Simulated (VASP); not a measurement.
# BCl3: relaxation of the atoms with PBE+D3(BJ)

The system is BCl3, in a box.

```
B Cl
1.0
    13.13393    0.00000    0.00000
     0.00000   13.63393    0.00000
     0.00000    0.00000   14.13393
B Cl
1 3
Direct
  0.49998 0.50368 0.50001
  0.42260 0.41477 0.45159
  0.53481 0.49672 0.61738
  0.54260 0.59949 0.43102
```

| Item | Value |
| --- | --- |
| Program | VASP 6.6.1 |
| Task | relaxation of the atoms |
| Functional | PBE |
| Dispersion | D3(BJ) |
| Potentials or basis | VASP PAW PBE potentials, release 64 (B, Cl) |
| Cutoff | 400 eV |
| k mesh | 1 × 1 × 1 |
| Occupations | gaussian, width 0.01 eV |
| Spin | no spin polarisation |
| Atoms held fixed (from 0) | [0] |
| Further INCAR settings | ALGO = Fast; EDIFF = 1e-06; ISYM = 0; IBRION = 2; EDIFFG = -0.03; NSW = 120 |

The energy gained by relaxing is 4.5 meV/atom, the ionic steps are 3 and the gap between the frontier levels is 4.98 eV. The dispersion energy per atom is -0.031 eV.

The path:
```
step  energy change (eV)  largest force (eV/Å)  pressure (GPa)
   1              0.0000                0.5983            0.06
   2             -0.0153                0.2239           -0.03
   3             -0.0181                0.0029            0.00
```

Final structure:
```
B Cl
1.0
    13.13393    0.00000    0.00000
     0.00000   13.63393    0.00000
     0.00000    0.00000   14.13393
B Cl
1 3
Direct
  0.49998 0.50368 0.50001
  0.42168 0.41371 0.45101
  0.53523 0.49664 0.61878
  0.54311 0.60064 0.43020
```

Levels at points of the mesh, in eV from the valence-band top:
| k point | band 8 | band 9 | band 10 | band 11 | band 12 | band 13 | band 14 | band 15 | band 16 |
| --- | --- | --- | --- | --- | --- | --- | --- | --- | --- |
| (0.00, 0.00, 0.00) | -0.88 | -0.88 | -0.79 | -0.79 | 0.00 | 4.98 | 6.88 | 7.75 | 7.92 |

Wall time 3.7 min on 1 thread of Intel(R) Xeon(R) 6975P-C (Granite Rapids) (shared host), peak memory 1.5 GiB.
